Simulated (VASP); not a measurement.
Output of a VASP run:

File OSZICAR:
```
       N       E                     dE             d eps       ncg     rms          rms(c)
DAV:   1     0.402970530601E+02    0.40297E+02   -0.57959E+03  2384   0.907E+02
DAV:   2    -0.152433108843E+02   -0.55540E+02   -0.49973E+02  2696   0.168E+02
DAV:   3    -0.167475586549E+02   -0.15042E+01   -0.14845E+01  2872   0.270E+01
DAV:   4    -0.167605164164E+02   -0.12958E-01   -0.12954E-01  2688   0.301E+00
DAV:   5    -0.167606891496E+02   -0.17273E-03   -0.17261E-03  2120   0.387E-01    0.877E+00
DAV:   6    -0.162937718992E+02    0.46692E+00   -0.24857E+00  2576   0.155E+01    0.228E+00
DAV:   7    -0.162145272374E+02    0.79245E-01   -0.19391E-01  2492   0.447E+00    0.171E+00
DAV:   8    -0.161844334459E+02    0.30094E-01   -0.31555E-02  2268   0.177E+00    0.252E-01
DAV:   9    -0.161843927635E+02    0.40682E-04   -0.19325E-03  1212   0.440E-01
   1 F= -.16184393E+02 E0= -.16184443E+02  d E =0.150493E-03
```

OUTCAR:
```
------------------------ aborting loop because EDIFF is reached ----------------------------------------
  FORCE on cell =-STRESS in cart. coord.  units (eV):
  Direction    XX          YY          ZZ          XY          YZ          ZX
  --------------------------------------------------------------------------------------
  Total        1.0533653      1.3042411      1.5140776      0.0000000      0.0000000      0.0000000
  in kB       32.9288968     40.7714402     47.3310657      0.0000000      0.0000000      0.0000000
  external PRESSURE =      40.3438009 kB  Pullay stress =       0.0000000 kB
  volume of cell :       51.25
      direct lattice vectors                 reciprocal lattice vectors
     0.000000000  2.945875000  2.909733000    -0.167245727  0.169728858  0.171837072
     2.989613000  0.000000000  2.909733000     0.167245727 -0.169728858  0.171837072
     2.989613000  2.945875000  0.000000000     0.167245727  0.169728858 -0.171837072
 POSITION                                       TOTAL-FORCE (eV/Angst)
 -----------------------------------------------------------------------------------
      1.49481      1.47294      1.45487         0.419308      0.000000     -0.000000
      4.48442      4.41881      4.36460         0.419308      0.000000      0.000000
      0.09130      2.94588      2.90973        -0.838615      0.000000      0.000000
 -----------------------------------------------------------------------------------
    total drift:                               -0.001581     -0.000000     -0.000000
  FREE ENERGIE OF THE ION-ELECTRON SYSTEM (eV)
  ---------------------------------------------------
  free  energy   TOTEN  =       -16.1843927635 eV

  energy  without entropy=      -16.1845432566  energy(sigma->0) =      -16.18444293
```
(Selected blocks of OUTCAR.)

### POSCAR
```
PtAl2
1
    0.0000000000     2.9458750000     2.9097330000
    2.9896130000     0.0000000000     2.9097330000
    2.9896130000     2.9458750000     0.0000000000
Al Pt
2 1
Direct
  0.2500000000   0.2500000000   0.2500000000
  0.7500000000   0.7500000000   0.7500000000
 -0.0152690000   0.0152690000   0.0152690000
```

Problem. Write an INCAR and KPOINTS that could have produced this output.

Solution. This is not unique; one that fits is the input of the run itself, PBE GGA, plane waves, VASP's PBE PAW potentials (set 64).

INCAR:
```
SYSTEM = PtAl2
PREC = Accurate
ENCUT = 400
EDIFF = 1E-2
NELM = 100
ALGO = Normal
LREAL = .FALSE.
LASPH = .TRUE.
ISMEAR = 1
SIGMA = 0.1
GGA = PE
LMAXMIX = 6
LWAVE = .FALSE.
LCHARG = .FALSE.
ISIF = 2
```

### KPOINTS
```
Automatic mesh
0
Gamma
8 8 8
0 0 0
```

POTCAR, in this order: Al Pt (PBE.64 set). Program: vasp_std.

The compound is PtAl2 in the fluorite structure. The cell was not relaxed at this level, atoms are displaced from their ideal sites. The run is one of a series of settings (EDIFF = 1E-2 against the base run), some of them coarse on purpose.
